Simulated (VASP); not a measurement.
The cell holds one CdO (rock salt) (100) slab, with vacuum along c, ions free to move until forces fall under 0.03 eV/Å, no reconstruction beyond this cell, dipole correction on.

```xyz
8
Lattice="3.3284 0.0000 0.0000 0.0000 3.3284 0.0000 0.0000 0.0000 24.4370" Properties=species:S:1:pos:R:3 pbc="T T T"
Cd     3.3284     1.6642     8.7009
Cd     1.6642     0.0000    11.0349
Cd     0.0000     1.6642    13.4021
Cd     1.6642     0.0000    15.7361
O      0.0000     1.6642    11.0434
O      1.6642     0.0000     8.6821
O      0.0000     1.6642    15.7549
O      1.6642     0.0000    13.3936
```

Computed with PBEsol GGA, VASP's PBE PAW potentials (set 64) (plane waves; VASP). Settings: 450 eV cut-off, 6×6×1 Γ-centred mesh, Gaussian smearing of 0.050 eV, potentials Cd O.

Slab and bulk use different k-meshes, so the surface energy is good to a few per cent at best.

Problem. Predict its surface energy, work function, band gap (on the k-mesh).

Solution. 
```json
{
 "surface_energy": "0.68 J/m²",
 "work_function": "4.98 eV",
 "band gap (on the k-mesh)": "none (metal, semimetal or under 0.01 eV)"
}
```

The cell is a thin slab with vacuum, built from CdO (rock salt): (100) face.
